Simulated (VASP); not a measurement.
Data:

```
CELL_PARAMETERS angstrom
      0.00000     3.24000     3.24000
      3.24000     0.00000     3.24000
      3.24000     3.24000     0.00000
ATOMIC_POSITIONS crystal
  W  0.00000 0.00000 0.00000
  Te 0.50000 0.50000 0.50000
```

Calculation: PBEsol GGA, VASP's PBE PAW potentials (set 64) (plane waves; VASP). Run with 400 eV cut-off, 9×9×9 Γ-centred mesh, first-order Methfessel-Paxton smearing of 0.10 eV, potentials W_sv Te.

Energy and stress use the plane-wave basis of the starting cell.

### Question
The ions, cell shape and volume are relaxed. Predict the relaxed structure.

### Answer

```
CELL_PARAMETERS angstrom
      0.00000     2.76105     2.76105
      2.76105     0.00000     2.76105
      2.76105     2.76105     0.00000
ATOMIC_POSITIONS crystal
  W  0.00000 0.00000 0.00000
  Te 0.50000 0.50000 0.50000
```
Space group Fm-3m (225), at a tolerance of 0.03 Å.

### Question
How do energy and volume change from the first to the last step?

### Answer
The energy (σ→0) changes by -1332.7 meV/atom and the volume by -38.1 %, in 7 ionic steps.

The structure was generated: WTe was put into the rock salt type (Fm-3m), which need not be its known phase. This run relaxes it. Symmetry was kept, so distortions that lower it aren't found. VASP warned that the highest band is occupied, so more bands are needed.
